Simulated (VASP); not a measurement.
Given:

```yaml
crystal:
  lattice:
    - [0.00000, 1.95236, 1.95236]
    - [1.95236, 0.00000, 1.95236]
    - [1.95236, 1.95236, 0.00000]
  atoms:
    - { symbol: Rh, position: [0.00000, 0.00000, 0.00000] }
```

These are optB88-vdW, VASP's PBE PAW potentials (set 64) (plane waves; VASP) values and carry that method's errors. Run with 520 eV cut-off, 16×16×16 Γ-centred mesh, first-order Methfessel-Paxton smearing of 0.10 eV, potentials Rh_pv.

Question: Predict the energy per atom (σ→0), pressure, band gap (on the k-mesh) with the smallest direct gap where there is one.

Answer: 
```json
{
  "band gap (on the k-mesh)": "none (metal, semimetal or under 0.01 eV)",
  "energy per atom (σ→0)": "-3.826 eV/atom",
  "pressure": "-12.91 GPa"
}
```

Only differences to runs with the same potentials and settings are physical.

The compound is Rh in the fcc structure. This cell is one point of a volume scan, at 1.06 of the reference volume.
